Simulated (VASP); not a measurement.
These are r2SCAN meta-GGA, VASP's PBE PAW potentials (set 64) (plane waves; VASP) values and carry that method's errors.

VASP ran on this input.

### POSCAR
```
Ge
1
    0.0000000000     2.8076134140     2.8076134140
    2.8076134140     0.0000000000     2.8076134140
    2.8076134140     2.8076134140     0.0000000000
Ge
2
Direct
  0.0000000000   0.0000000000   0.0000000000
  0.2500000000   0.2500000000   0.2500000000
```

### INCAR
```
# general
SYSTEM  = Ge
PREC    = Accurate
ENCUT   = 520
LREAL   = .FALSE.
LASPH   = .TRUE.

# electronic loop
EDIFF   = 1E-7
NELM    = 100
ALGO    = Normal
LMAXMIX = 4
LMIXTAU = .TRUE.

# smearing
ISMEAR  = 0
SIGMA   = 0.05

# functional
METAGGA = R2SCAN

# ions
ISIF    = 2

# output
LWAVE   = .FALSE.
LCHARG  = .FALSE.
```

KPOINTS:
```
Automatic mesh
0
G
 8 8 8
0 0 0
```

POTCAR, in this order: Ge_d (PBE.64 set). Program: vasp_std.

The run wrote:

**OUTCAR**
```
 ion  position               nearest neighbor table
   1  0.000  0.000  0.000-   2 2.43   2 2.43   2 2.43   2 2.43
   2  0.250  0.250  0.250-   1 2.43   1 2.43   1 2.43   1 2.43
  LATTYP: Found a face centered cubic cell.
 ALAT       =     5.6152268280
 Subroutine PRICEL returns:
 Original cell was already a primitive cell.
 Subroutine GETGRP returns: Found 48 space group operations
The static configuration has the point symmetry T_d .
 The point group associated with its full space group is O_h .
The dynamic configuration has the point symmetry T_d .
 Subroutine INISYM returns: Found 48 space group operations
 Subroutine IBZKPT returns following result:
 Found     29 irreducible k-points:

 Following reciprocal coordinates:
            Coordinates               Weight
  0.000000  0.000000  0.000000      1.000000
  0.125000  0.000000  0.000000      8.000000
  0.250000  0.000000  0.000000      8.000000
  0.375000  0.000000  0.000000      8.000000
  0.500000  0.000000  0.000000      4.000000
  0.125000  0.125000  0.000000      6.000000
  0.250000  0.125000  0.000000     24.000000
  0.375000  0.125000  0.000000     24.000000
  0.500000  0.125000  0.000000     24.000000
 -0.375000  0.125000  0.000000     24.000000
 -0.250000  0.125000  0.000000     24.000000
 -0.125000  0.125000  0.000000     12.000000
  0.250000  0.250000  0.000000      6.000000
  0.375000  0.250000  0.000000     24.000000
  0.500000  0.250000  0.000000     24.000000
 -0.375000  0.250000  0.000000     24.000000
 -0.250000  0.250000  0.000000     12.000000
  0.375000  0.375000  0.000000      6.000000
  0.500000  0.375000  0.000000     24.000000
 -0.375000  0.375000  0.000000     12.000000
  0.500000  0.500000  0.000000      3.000000
  0.375000  0.250000  0.125000     24.000000
  0.500000  0.250000  0.125000     48.000000
...
```

OSZICAR:
```
       N       E                     dE             d eps       ncg     rms          rms(c)
DAV:   1     0.141842121862E+03    0.14184E+03   -0.15911E+04  1060   0.443E+03
DAV:   2    -0.984598082292E+01   -0.15169E+03   -0.14910E+03  1052   0.530E+02
DAV:   3    -0.298018697414E+02   -0.19956E+02   -0.19738E+02  1160   0.147E+02
DAV:   4    -0.304017338526E+02   -0.59986E+00   -0.59902E+00  1180   0.290E+01
DAV:   5    -0.304122111386E+02   -0.10477E-01   -0.10477E-01  1170   0.403E+00    0.348E+00
DAV:   6    -0.277287661837E+02    0.26834E+01   -0.36805E-01  1246   0.118E+01    0.202E+00
DAV:   7    -0.280410252939E+02   -0.31226E+00   -0.39576E-01  1324   0.959E+00    0.354E-01
DAV:   8    -0.277273505119E+02    0.31367E+00   -0.12010E-01  1222   0.540E+00    0.132E-01
DAV:   9    -0.276645799499E+02    0.62771E-01   -0.35138E-02  1044   0.147E+00    0.866E-02
DAV:  10    -0.276154337822E+02    0.49146E-01   -0.38638E-02  1044   0.253E+00    0.969E-02
DAV:  11    -0.277246571233E+02   -0.10922E+00   -0.54265E-02  1044   0.159E+00    0.298E-02
DAV:  12    -0.277247097816E+02   -0.52658E-04   -0.68440E-04  1166   0.238E-01    0.238E-02
DAV:  13    -0.277247303823E+02   -0.20601E-04   -0.19584E-05  1180   0.526E-02    0.195E-02
DAV:  14    -0.277248747717E+02   -0.14439E-03   -0.14603E-04  1256   0.204E-01    0.566E-03
DAV:  15    -0.277248868794E+02   -0.12108E-04   -0.21387E-05  1090   0.472E-02    0.382E-03
DAV:  16    -0.277248848660E+02    0.20134E-05   -0.13784E-06  1136   0.122E-02    0.349E-03
DAV:  17    -0.277248849273E+02   -0.61308E-07   -0.35989E-08   702   0.205E-03
   1 F= -.27724885E+02 E0= -.27724885E+02  d E =-.943748E-15
```

### OUTCAR
```
------------------------ aborting loop because EDIFF is reached ----------------------------------------
  FORCE on cell =-STRESS in cart. coord.  units (eV):
  Direction    XX          YY          ZZ          XY          YZ          ZX
  --------------------------------------------------------------------------------------
  Total        0.6831708      0.6831708      0.6831708     -0.0000000     -0.0000000     -0.0000000
  in kB       24.7285107     24.7285107     24.7285107     -0.0000000     -0.0000000     -0.0000000
  external PRESSURE =      24.7285107 kB  Pullay stress =       0.0000000 kB
  volume of cell :       44.26
      direct lattice vectors                 reciprocal lattice vectors
     0.000000000  2.807613414  2.807613414    -0.178087196  0.178087196  0.178087196
     2.807613414  0.000000000  2.807613414     0.178087196 -0.178087196  0.178087196
     2.807613414  2.807613414  0.000000000     0.178087196  0.178087196 -0.178087196
 POSITION                                       TOTAL-FORCE (eV/Angst)
 -----------------------------------------------------------------------------------
      0.00000      0.00000      0.00000         0.000000      0.000000     -0.000000
      1.40381      1.40381      1.40381        -0.000000      0.000000      0.000000
 -----------------------------------------------------------------------------------
    total drift:                                0.000000     -0.000000      0.000000
  FREE ENERGIE OF THE ION-ELECTRON SYSTEM (eV)
  ---------------------------------------------------
  free  energy   TOTEN  =       -27.7248849273 eV

  energy  without entropy=      -27.7248849273  energy(sigma->0) =      -27.72488493
```
(Selected blocks of OUTCAR.)

The compound is Ge in the diamond structure. This cell is one point of a volume scan, at 0.97 of the reference volume.
